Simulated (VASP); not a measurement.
```
Tb
1.0
    1.80000    -3.11769     0.00000
    1.80000     3.11769     0.00000
    0.00000     0.00000     5.69000
Tb
2
Cartesian
  1.80000   1.03923   1.42250
  1.80000  -1.03923   4.26750
```

These are revPBE GGA, VASP's PBE PAW potentials (set 64) (plane waves; VASP) values and carry that method's errors. Run with 520 eV cut-off, 11×11×6 Γ-centred mesh, first-order Methfessel-Paxton smearing of 0.10 eV, potentials Tb_3.

The 4f electrons are frozen in the core of the lanthanide potential, so 4f levels, which can set the real gap, and their magnetism are missing. Energy and stress use the plane-wave basis of the starting cell.

Question: The ions, cell shape and volume are relaxed. Predict the relaxed structure.

Answer: 
```
Tb
1.0
    1.84535    -3.19624     0.00000
    1.84535     3.19624     0.00000
    0.00000     0.00000     5.68958
Tb
2
Cartesian
  1.84535   1.06541   1.42240
  1.84535  -1.06541   4.26719
```
Space group P6_3/mmc (194), at a tolerance of 0.03 Å.

Question: How do energy and volume change from the first to the last step?

Answer: The energy (σ→0) changes by -11.0 meV/atom and the volume by +5.1 %, in 6 ionic steps.

The compound is Tb in the hcp structure. This run relaxes it. Symmetry was kept, so distortions that lower it aren't found.
